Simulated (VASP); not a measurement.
Computed with PBEsol GGA, VASP's PBE PAW potentials (set 64) (plane waves; VASP 6.6.1).

The input files of a VASP run:

**INCAR**
```
! general
SYSTEM   =  BeCd3Se4
PREC     =  Accurate
ENCUT    =  400
LREAL    =  .FALSE.
LASPH    =  .TRUE.

! electronic loop
EDIFF    =  1E-6
NELM     =  100
ALGO     =  Normal
LMAXMIX  =  4

! smearing
ISMEAR   =  0
SIGMA    =  0.05

! functional
GGA      =  PS

! ions
IBRION   =  2
NSW      =  60
ISIF     =  3
EDIFFG   =  -0.02

! output
LWAVE    =  .FALSE.
LCHARG   =  .FALSE.
```

File POSCAR:
```
BeCd3Se4
1
   -0.0017456664     5.8349639482     5.8677184352
    5.8349639482    -0.0017456664     5.8677184352
    2.9166091409     2.9166091409     0.0000000000
Cd Se Be
3 4 1
Direct
  0.9954641961   0.9954641961   0.0090716078
  0.9942878386   0.5074173738   0.9982947875
  0.5074173738   0.9942878386   0.9982947875
  0.1252321644   0.1252321644   0.2495356712
  0.1647491536   0.6116816900   0.2235691564
  0.6116816900   0.1647491536   0.2235691564
  0.6027103346   0.6027103346   0.2945793308
  0.4984572489   0.4984572489   0.0030855023
```

### KPOINTS
```
Automatic mesh
0
Gamma
3 3 6
0 0 0
```

POTCAR, in this order: Cd Se Be (PBE.64 set). Program: vasp_std.

Output of the run:

**OSZICAR**
```
       N       E                     dE             d eps       ncg     rms          rms(c)
DAV:   1     0.361457731435E+03    0.36146E+03   -0.25348E+04  1200   0.122E+03
DAV:   2    -0.598861987103E+01   -0.36745E+03   -0.35764E+03  1381   0.318E+02
DAV:   3    -0.285447543060E+02   -0.22556E+02   -0.22406E+02  1376   0.789E+01
DAV:   4    -0.288757509284E+02   -0.33100E+00   -0.33031E+00  1407   0.897E+00
DAV:   5    -0.288788857196E+02   -0.31348E-02   -0.31344E-02  1391   0.833E-01    0.119E+01
DAV:   6    -0.274717660598E+02    0.14071E+01   -0.32310E+00  1399   0.161E+01    0.934E+00
DAV:   7    -0.274047277714E+02    0.67038E-01   -0.13364E+00  1322   0.516E+00    0.405E+00
DAV:   8    -0.273952187634E+02    0.95090E-02   -0.18065E-01  1279   0.378E+00    0.652E-01
DAV:   9    -0.273927629175E+02    0.24558E-02   -0.27339E-02  1322   0.170E+00    0.195E-01
DAV:  10    -0.273928176254E+02   -0.54708E-04   -0.16258E-03  1312   0.324E-01    0.870E-02
DAV:  11    -0.273929256196E+02   -0.10799E-03   -0.60593E-04  1357   0.154E-01    0.309E-02
DAV:  12    -0.273929208373E+02    0.47823E-05   -0.15900E-04  1294   0.874E-02    0.151E-02
DAV:  13    -0.273929236105E+02   -0.27732E-05   -0.10189E-05  1217   0.209E-02    0.463E-03
DAV:  14    -0.273929235659E+02    0.44587E-07   -0.24461E-06   986   0.137E-02
   1 F= -.27392924E+02 E0= -.27392924E+02  d E =-.273929E+02
       N       E                     dE             d eps       ncg     rms          rms(c)
DAV:   1    -0.273978464464E+02   -0.49228E-02   -0.19157E-01  1214   0.276E+00    0.439E-01
DAV:   2    -0.273946085612E+02    0.32379E-02   -0.99231E-03  1328   0.915E-01    0.181E-01
DAV:   3    -0.273939383155E+02    0.67025E-03   -0.12992E-03  1417   0.218E-01    0.130E-01
DAV:   4    -0.273937644859E+02    0.17383E-03   -0.29687E-04  1303   0.111E-01    0.249E-02
DAV:   5    -0.273937556663E+02    0.88196E-05   -0.62544E-05  1391   0.682E-02    0.159E-02
DAV:   6    -0.273937553071E+02    0.35923E-06   -0.67508E-06  1299   0.178E-02
   2 F= -.27393755E+02 E0= -.27393755E+02  d E =-.831741E-03
       N       E                     dE             d eps       ncg     rms          rms(c)
DAV:   1    -0.273939079548E+02   -0.15229E-03   -0.58306E-03  1219   0.483E-01    0.752E-02
DAV:   2    -0.273938134266E+02    0.94528E-04   -0.29622E-04  1328   0.157E-01    0.308E-02
DAV:   3    -0.273937928157E+02    0.20611E-04   -0.39102E-05  1417   0.377E-02    0.222E-02
DAV:   4    -0.273937865235E+02    0.62921E-05   -0.88425E-06  1285   0.192E-02    0.439E-03
DAV:   5    -0.273937860798E+02    0.44373E-06   -0.17103E-06   657   0.117E-02
   3 F= -.27393786E+02 E0= -.27393786E+02  d E =-.862514E-03
       N       E                     dE             d eps       ncg     rms          rms(c)
DAV:   1    -0.273951442780E+02   -0.13578E-02   -0.13240E-01  1204   0.199E+00    0.222E-01
DAV:   2    -0.273943263518E+02    0.81793E-03   -0.30579E-03  1330   0.475E-01    0.904E-02
DAV:   3    -0.273941753282E+02    0.15102E-03   -0.33606E-04  1380   0.115E-01    0.676E-02
DAV:   4    -0.273941442545E+02    0.31074E-04   -0.54528E-05  1305   0.490E-02    0.124E-02
DAV:   5    -0.273941430050E+02    0.12495E-05   -0.12215E-05  1375   0.302E-02    0.726E-03
DAV:   6    -0.273941433538E+02   -0.34878E-06   -0.14451E-06   658   0.820E-03
   4 F= -.27394143E+02 E0= -.27394143E+02  d E =-.357274E-03
       N       E                     dE             d eps       ncg     rms          rms(c)
DAV:   1    -0.273969472252E+02   -0.28042E-02   -0.36633E-01  1204   0.331E+00    0.369E-01
DAV:   2    -0.273946864180E+02    0.22608E-02   -0.84506E-03  1330   0.787E-01    0.150E-01
DAV:   3    -0.273942644735E+02    0.42194E-03   -0.93592E-04  1380   0.192E-01    0.112E-01
DAV:   4    -0.273941742412E+02    0.90232E-04   -0.15120E-04  1305   0.817E-02    0.206E-02
DAV:   5    -0.273941700076E+02    0.42336E-05   -0.33905E-05  1415   0.505E-02    0.121E-02
DAV:   6    -0.273941706771E+02   -0.66956E-06   -0.42966E-06  1159   0.135E-02
   5 F= -.27394171E+02 E0= -.27394171E+02  d E =-.384597E-03
       N       E                     dE             d eps       ncg     rms          rms(c)
DAV:   1    -0.273948752711E+02   -0.70526E-03   -0.82021E-02  1204   0.157E+00    0.177E-01
DAV:   2    -0.273943720116E+02    0.50326E-03   -0.19011E-03  1330   0.377E-01    0.720E-02
DAV:   3    -0.273942758808E+02    0.96131E-04   -0.20672E-04  1380   0.904E-02    0.539E-02
DAV:   4    -0.273942497122E+02    0.26169E-04   -0.33976E-05  1305   0.384E-02    0.979E-03
DAV:   5    -0.273942478755E+02    0.18367E-05   -0.75525E-06  1294   0.237E-02    0.569E-03
DAV:   6    -0.273942476720E+02    0.20347E-06   -0.91205E-07   632   0.661E-03
   6 F= -.27394248E+02 E0= -.27394248E+02  d E =-.461592E-03
       N       E                     dE             d eps       ncg     rms          rms(c)
DAV:   1    -0.273948828808E+02   -0.63501E-03   -0.11330E-01  1189   0.178E+00    0.163E-01
DAV:   2    -0.273945015757E+02    0.38131E-03   -0.18344E-03  1331   0.353E-01    0.716E-02
DAV:   3    -0.273944151417E+02    0.86434E-04   -0.16832E-04  1392   0.860E-02    0.519E-02
DAV:   4    -0.273943896320E+02    0.25510E-04   -0.28716E-05  1293   0.372E-02    0.923E-03
DAV:   5    -0.273943881855E+02    0.14465E-05   -0.58522E-06  1273   0.210E-02    0.503E-03
DAV:   6    -0.273943879986E+02    0.18687E-06   -0.67222E-07   642   0.530E-03
   7 F= -.27394388E+02 E0= -.27394388E+02  d E =-.140327E-03
```

### OUTCAR
```
------------------------ aborting loop because EDIFF is reached ----------------------------------------
  FORCE on cell =-STRESS in cart. coord.  units (eV):
  Direction    XX          YY          ZZ          XY          YZ          ZX
  --------------------------------------------------------------------------------------
  Total       -0.0205335     -0.0205335      0.0220652     -0.0230773      0.0000000      0.0000000
  in kB       -0.1644913     -0.1644913      0.1767621     -0.1848699      0.0000000      0.0000000
  external PRESSURE =      -0.0507402 kB  Pullay stress =       0.0000000 kB
  volume of cell :      200.00
      direct lattice vectors                 reciprocal lattice vectors
    -0.019568794  5.830431619  5.883471956    -0.085470079  0.085470079  0.084983833
     5.830431619 -0.019568794  5.883471956     0.085470079 -0.085470079  0.084983833
     2.905431413  2.905431413  0.000000000     0.172091483  0.172091483 -0.169967667
 POSITION                                       TOTAL-FORCE (eV/Angst)
 -----------------------------------------------------------------------------------
      5.81086      5.81086     11.71322        -0.000000     -0.000000     -0.006518
      5.83951      8.68765      8.82819         0.005783     -0.005783      0.003507
      8.68765      5.83951      8.82819        -0.005783      0.005783      0.003507
      1.45272      1.45272      1.48310        -0.000000     -0.000000     -0.010899
      4.21210      1.59877      4.56725         0.003174     -0.003174      0.009777
      1.59877      4.21210      4.56725        -0.003174      0.003174      0.009777
      4.35815      4.35815      7.09333        -0.000000      0.000000     -0.000556
      2.90543      2.90543      5.87071        -0.000000     -0.000000     -0.008596
 -----------------------------------------------------------------------------------
    total drift:                               -0.000008     -0.000008     -0.000978
  FREE ENERGIE OF THE ION-ELECTRON SYSTEM (eV)
  ---------------------------------------------------
  free  energy   TOTEN  =       -27.3943879986 eV

  energy  without entropy=      -27.3943879986  energy(sigma->0) =      -27.39438800

 reached required accuracy - stopping structural energy minimisation
```
(Selected blocks of OUTCAR.)

CONTCAR:
```
BeCd3Se4
   1.00000000000000
    -0.0195687935147832    5.8304316190560357    5.8834719563864253
     5.8304316190560357   -0.0195687935147832    5.8834719563864253
     2.9054314127706258    2.9054314127706258    0.0000000000000000
  Cd              Se              Be
     3     4     1
Direct
     0.9954345899867264    0.9954345899867264    0.0091308200265544
     0.9936846331060201    0.5068224729935774    0.9994928938004078
     0.5068224729935774    0.9936846331060201    0.9994928938004078
     0.1260395235470842    0.1260395235470842    0.2479209529058387
     0.1647808018690793    0.6115038011475431    0.2237153969833775
     0.6115038011475431    0.1647808018690793    0.2237153969833775
     0.6028184588988267    0.6028184588988267    0.2943630822023396
     0.4989157184511499    0.4989157184511499    0.0021685631977091
```

### OUTCAR
```
 val. band max:        1.5285956843   @ k =   0.0000   0.0000   0.0000

 cond. band min:       2.3441055568   @ k =   0.0000   0.0000   0.0000


 Fermi energy:         1.7436721363

 k-point     1 :       0.0000    0.0000    0.0000
  band No.  band energies     occupation
      1     -11.5558      2.00000
      2     -10.9462      2.00000
      3     -10.9068      2.00000
      4     -10.7253      2.00000
      5      -6.5545      2.00000
      6      -6.5544      2.00000
      7      -6.5484      2.00000
      8      -6.4579      2.00000
      9      -6.3903      2.00000
     10      -6.3840      2.00000
     11      -6.3700      2.00000
     12      -6.2475      2.00000
     13      -6.1905      2.00000
     14      -6.1876      2.00000
     15      -6.1545      2.00000
     16      -6.1299      2.00000
     17      -6.1003      2.00000
     18      -6.0805      2.00000
     19      -5.8260      2.00000
     20      -3.5127      2.00000
     21      -3.3631      2.00000
     22      -2.9427      2.00000
     23      -0.9853      2.00000
     24      -0.7967      2.00000
     25       0.2585      2.00000
     26       0.4391      2.00000
     27       0.4982      2.00000
     28       0.8626      2.00000
     29       1.3134      2.00000
     30       1.3537      2.00000
     31       1.5286      2.00000
     32       2.3441      0.00000
     33       3.8295      0.00000
     34       3.9524      0.00000
     35       4.3218      0.00000
     36       5.0887      0.00000
     37       6.5941      0.00000

 k-point     2 :       0.3333    0.0000    0.0000
  band No.  band energies     occupation
      1     -11.4437      2.00000
      2     -11.0715      2.00000
      3     -10.8781      2.00000
      4     -10.7647      2.00000
      5      -6.5500      2.00000
      6      -6.5269      2.00000
      7      -6.5119      2.00000
      8      -6.4516      2.00000
      9      -6.4250      2.00000
     10      -6.3906      2.00000
     11      -6.3533      2.00000
...
```

The structure was generated: BeCd3Se4 was put into an ordered model structure (Amm2), which need not be its known phase. This run relaxes it. Symmetry was kept, so distortions that lower it aren't found. The start is the result of an earlier pass.
